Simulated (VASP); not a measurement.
Consider the following.

```xyz
3
Lattice="3.8084 0.0000 0.0000 -1.9042 3.2982 0.0000 0.0000 0.0000 6.8370" Properties=species:S:1:pos:R:3 pbc="T T T"
Zr     0.0000     0.0000     0.0000
Se     1.9042     1.0994     5.2582
Se     0.0000     2.1988     1.5788
```

Method: PBE GGA, VASP's PBE PAW potentials (set 64) (plane waves; VASP). Settings: 480 eV cut-off, 6×6×3 Γ-centred mesh, Gaussian smearing of 0.050 eV, potentials Zr_sv Se.

Without a dispersion term in the relaxation, distances and binding between the weakly bound layers, chains or molecules are unreliable, and so is what depends on them.

Question: Estimate the energy per atom (σ→0).

Answer: 
| Item | Result |
|---|---|
| energy per atom (σ→0) | -6.528 eV/atom |

The absolute energy has meaning only against runs of the same code, potentials and settings.

The structure comes from a computed database's ZrSe2 entry (P-3m1); how it stands against other phases isn't given here. It was relaxed first, which changed the volume by +7 %. The start is the result of an earlier pass.
